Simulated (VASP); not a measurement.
## Ba2Re: changing the strain (εxx = s, εyy = s)

```
CELL_PARAMETERS angstrom
5.34370 0.00000 0.00000
-2.67185 4.62778 0.00000
0.00000 0.00000 3.52730
ATOMIC_POSITIONS crystal
Ba 0.66667 0.33333 0.73854
Ba 0.33333 0.66667 0.26146
Re 0.00000 0.00000 0.00000
```

The cell comes from a database or a generator and needn't be the stable form of this composition.

Kept alike: task single point; functional PBE; k mesh 6 × 6 × 8; occupations fermi-dirac, width 0.05 eV; no spin polarisation. Program: VASP, PBE PAW files Ba_sv, Re, 520 eV. The mesh is that of the run's cell of 3 atoms. No spin-orbit coupling.

| s | free energy over the lowest row (meV/atom) |
| --- | --- |
| -0.04 | 77.43 |
| -0.02 | 30.10 |
| -0.01 | 15.26 |
| 0 | 5.58 |
| 0.01 | 0.64 |
| 0.02 | 0.00 |
| 0.04 | 9.80 |

The cell shown is the unstrained one; x, y and z are its Cartesian axes; atoms keep their fractions. For a metal such a mesh leaves the last digits unconverged.

The free energy is lowest at 0.02, and 77.43 meV an atom higher at -0.04.
